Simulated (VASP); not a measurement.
All values below come from r2SCAN meta-GGA, VASP's PBE PAW potentials (set 64) (plane waves; VASP 6.6.1).

VASP input:

### POSCAR
```
S
1.0
  0.0000000000   1.9958250000   1.9958250000
  1.9958250000   0.0000000000   1.9958250000
  1.9958250000   1.9958250000   0.0000000000
S
1
direct
  0.0000000000   0.0000000000   0.0000000000
```

INCAR:
```
# general
SYSTEM  = S
PREC    = Accurate
ENCUT   = 400   # plane-wave cut-off (eV)
LREAL   = .FALSE.   # projection in real space or not
LASPH   = .TRUE.

# electronic loop
EDIFF   = 1E-6
NELM    = 100   # most electronic steps
ALGO    = Normal   # blocked Davidson
LMIXTAU = .TRUE.

# smearing
ISMEAR  = 0   # Gaussian
SIGMA   = 0.05   # width (eV)

# functional
METAGGA = R2SCAN

# ions
IBRION  = 2   # conjugate gradients
NSW     = 60
ISIF    = 3   # ions, shape and volume
EDIFFG  = -0.01   # ionic stop

# output
LWAVE   = .FALSE.
LCHARG  = .FALSE.
```

**KPOINTS**
```
kpoints
0
Gamma
  10 10 10
```

POTCAR, in this order: S (PBE.64 set). Program: vasp_std.

Output

### OUTCAR
```
 ion  position               nearest neighbor table
   1  0.000  0.000  0.000-
  LATTYP: Found a face centered cubic cell.
 ALAT       =     3.9916500000
 Subroutine PRICEL returns:
 Original cell was already a primitive cell.
 Subroutine GETGRP returns: Found 48 space group operations
The static configuration has the point symmetry O_h .
The dynamic configuration has the point symmetry O_h .
 Subroutine INISYM returns: Found 48 space group operations
 Subroutine IBZKPT returns following result:
 Found     47 irreducible k-points:

 Following reciprocal coordinates:
            Coordinates               Weight
  0.000000  0.000000  0.000000      1.000000
  0.100000  0.000000  0.000000      8.000000
  0.200000  0.000000  0.000000      8.000000
  0.300000  0.000000  0.000000      8.000000
  0.400000  0.000000  0.000000      8.000000
  0.500000  0.000000  0.000000      4.000000
  0.100000  0.100000  0.000000      6.000000
  0.200000  0.100000  0.000000     24.000000
  0.300000  0.100000  0.000000     24.000000
  0.400000  0.100000  0.000000     24.000000
  0.500000  0.100000  0.000000     24.000000
 -0.400000  0.100000  0.000000     24.000000
 -0.300000  0.100000  0.000000     24.000000
 -0.200000  0.100000  0.000000     24.000000
 -0.100000  0.100000  0.000000     12.000000
  0.200000  0.200000  0.000000      6.000000
  0.300000  0.200000  0.000000     24.000000
  0.400000  0.200000  0.000000     24.000000
  0.500000  0.200000  0.000000     24.000000
 -0.400000  0.200000  0.000000     24.000000
 -0.300000  0.200000  0.000000     24.000000
 -0.200000  0.200000  0.000000     12.000000
  0.300000  0.300000  0.000000      6.000000
  0.400000  0.300000  0.000000     24.000000
  0.500000  0.300000  0.000000     24.000000
 -0.400000  0.300000  0.000000     24.000000
 -0.300000  0.300000  0.000000     12.000000
  0.400000  0.400000  0.000000      6.000000
  0.500000  0.400000  0.000000     24.000000
 -0.400000  0.400000  0.000000     12.000000
  0.500000  0.500000  0.000000      3.000000
  0.300000  0.200000  0.100000     24.000000
  0.400000  0.200000  0.100000     48.000000
  0.500000  0.200000  0.100000     48.000000
 -0.400000  0.200000  0.100000     24.000000
  0.400000  0.300000  0.100000     24.000000
  0.500000  0.300000  0.100000     48.000000
 -0.400000  0.300000  0.100000     48.000000
 -0.300000  0.300000  0.100000     48.000000
 -0.200000  0.300000  0.100000     24.000000
   k-points           NKPTS =     47   k-points in BZ     NKDIM =     47   number of bands    NBANDS=      7
   number of dos      NEDOS =    301   number of ions     NIONS =      1
   total plane-waves  NPLWV =   5832
   dimension x,y,z NGX =    18 NGY =   18 NGZ =   18
   dimension x,y,z NGXF=    36 NGYF=   36 NGZF=   36
   ions per type =               1
   PREC   = accura    normal or accurate (medium, high low for compatibility)
   ISTART =      0    job   : 0-new  1-cont  2-samecut
   ICHARG =      2    charge: 1-file 2-atom 10-const
   ISPIN  =      1    spin polarized calculation?
   LNONCOLLINEAR =      F non collinear calculations
   LSORBIT =      F    spin-orbit coupling
   INIWAV =      1    electr: 0-lowe 1-rand  2-diag
   ENCUT  =  400.0 eV  29.40 Ry    5.42 a.u.   4.60  4.60  4.60*2*pi/ulx,y,z
   NELM   =    100;   NELMIN=  2; NELMDL= -5     # of ELM steps
   EDIFF  = 0.1E-05   stopping-criterion for ELM
   LREAL  =      F    real-space projection
   NLSPLINE    = F    spline interpolate recip. space projectors
   LMAXMIX     =    2 max onsite mixed and CHGCAR
   VOSKOWN=      0    Vosko Wilk Nusair interpolation
...
```

OSZICAR:
```
       N       E                     dE             d eps       ncg     rms          rms(c)
DAV:   1     0.202735205458E+01    0.20274E+01   -0.26175E+03   693   0.592E+02
DAV:   2    -0.803439980918E+01   -0.10062E+02   -0.93442E+01  1015   0.754E+01
DAV:   3    -0.817017941383E+01   -0.13578E+00   -0.13536E+00   812   0.100E+01
DAV:   4    -0.817043072457E+01   -0.25131E-03   -0.25131E-03  1120   0.444E-01
DAV:   5    -0.817043074807E+01   -0.23502E-07   -0.22925E-07   777   0.398E-03    0.747E+00
DAV:   6    -0.636362746551E+01    0.18068E+01   -0.41148E-01   763   0.555E+00    0.435E+00
DAV:   7    -0.734580390886E+01   -0.98218E+00   -0.32887E-01   742   0.553E+00    0.100E+00
DAV:   8    -0.656412013845E+01    0.78168E+00   -0.24322E-01   749   0.466E+00    0.987E-02
DAV:   9    -0.656979218913E+01   -0.56721E-02   -0.35779E-03   861   0.639E-01    0.421E-02
DAV:  10    -0.656956591939E+01    0.22627E-03   -0.12344E-03   791   0.424E-01    0.448E-02
DAV:  11    -0.657008250918E+01   -0.51659E-03   -0.19744E-04   777   0.158E-01    0.932E-03
DAV:  12    -0.657018640731E+01   -0.10390E-03   -0.74081E-05   889   0.951E-02    0.715E-03
DAV:  13    -0.657017172372E+01    0.14684E-04   -0.27552E-06   882   0.188E-02    0.221E-03
DAV:  14    -0.657017159213E+01    0.13159E-06   -0.28854E-08   483   0.201E-03
   1 F= -.65701716E+01 E0= -.65693408E+01  d E =-.657017E+01
       N       E                     dE             d eps       ncg     rms          rms(c)
DAV:   1    -0.657029821456E+01   -0.12649E-03   -0.49138E-03   658   0.493E-01    0.998E-02
DAV:   2    -0.657019117878E+01    0.10704E-03   -0.19378E-04   777   0.121E-01    0.457E-02
DAV:   3    -0.657018525386E+01    0.59249E-05   -0.87511E-05   658   0.880E-02    0.176E-02
DAV:   4    -0.657019277718E+01   -0.75233E-05   -0.73553E-06   791   0.237E-02    0.112E-02
DAV:   5    -0.657020108898E+01   -0.83118E-05   -0.11552E-06   462   0.137E-02    0.179E-03
DAV:   6    -0.657019133869E+01    0.97503E-05   -0.53307E-07   385   0.959E-03    0.105E-03
DAV:   7    -0.657019495191E+01   -0.36132E-05   -0.89277E-08   371   0.346E-03    0.608E-04
DAV:   8    -0.657019491669E+01    0.35219E-07   -0.10862E-08   357   0.123E-03
   2 F= -.65701949E+01 E0= -.65693707E+01  d E =-.233246E-04
```

### OUTCAR
```
------------------------ aborting loop because EDIFF is reached ----------------------------------------
  FORCE on cell =-STRESS in cart. coord.  units (eV):
  Direction    XX          YY          ZZ          XY          YZ          ZX
  --------------------------------------------------------------------------------------
  Total        0.0080547      0.0080547      0.0080547      0.0000000     -0.0000000      0.0000000
  in kB        0.8144324      0.8144324      0.8144324      0.0000000     -0.0000000      0.0000000
  external PRESSURE =       0.8144324 kB  Pullay stress =       0.0000000 kB
  volume of cell :       15.85
      direct lattice vectors                 reciprocal lattice vectors
    -0.000000000  1.993541256  1.993541256    -0.250809959  0.250809959  0.250809959
     1.993541256 -0.000000000  1.993541256     0.250809959 -0.250809959  0.250809959
     1.993541256  1.993541256 -0.000000000     0.250809959  0.250809959 -0.250809959
 POSITION                                       TOTAL-FORCE (eV/Angst)
 -----------------------------------------------------------------------------------
      1.99354     -0.00000      1.99354        -0.000000      0.000000     -0.000000
 -----------------------------------------------------------------------------------
    total drift:                               -0.000000      0.000000     -0.000000
  FREE ENERGIE OF THE ION-ELECTRON SYSTEM (eV)
  ---------------------------------------------------
  free  energy   TOTEN  =        -6.5701949167 eV

  energy  without entropy=       -6.5685465823  energy(sigma->0) =       -6.56937075

 reached required accuracy - stopping structural energy minimisation
```
(Selected blocks of OUTCAR.)

### CONTCAR
```
S
   1.00000000000000
    -0.0000000000000000    1.9935412561665871    1.9935412561665871
     1.9935412561665871   -0.0000000000000000    1.9935412561665871
     1.9935412561665871    1.9935412561665871   -0.0000000000000000
  S
     1
Direct
     0.0000000000000000    1.0000000000000000    0.0000000000000000
```

The structure was generated: S was put into the fcc type (Fm-3m), which need not be its known phase. This run relaxes it. Symmetry was kept, so distortions that lower it aren't found.
